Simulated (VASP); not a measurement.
Data:

```yaml
crystal:
  lattice:
    - [0.00000, 2.22408, 2.22408]
    - [2.22408, 0.00000, 2.22408]
    - [2.22408, 2.22408, 0.00000]
  atoms:
    - { symbol: Nb, position: [0.00000, 0.00000, 0.00000] }
    - { symbol: C, position: [0.50000, 0.50000, 0.50000] }
```

Computed with PBEsol GGA, VASP's PBE PAW potentials (set 64) (plane waves; VASP 6.6.1). Numerical set-up: 520 eV cut-off, Gaussian smearing of 0.050 eV, potentials Nb_sv C.

Task: Give the energies of bands 6 to 11 at the high-symmetry points, in eV from the Fermi level.

Result: 
| band | Γ | X | U | L | W |
|---|---|---|---|---|---|
| 6 | -1.38 | -4.33 | -5.26 | -7.71 | -4.73 |
| 7 | -1.38 | -3.88 | -4.27 | -5.23 | -4.46 |
| 8 | -1.38 | -1.33 | -3.56 | -5.23 | -4.46 |
| 9 | -0.24 | -1.33 | -0.35 | 2.17 | 1.55 |
| 10 | -0.24 | 2.02 | 2.53 | 2.17 | 1.55 |
| 11 | -0.24 | 3.31 | 3.49 | 3.63 | 3.31 |

It has no gap at this level: it comes out as a metal or semimetal.

The compound is NbC in the rock salt structure. It was relaxed first. The electron count is odd and the run is not spin-polarised, which forces a metal.
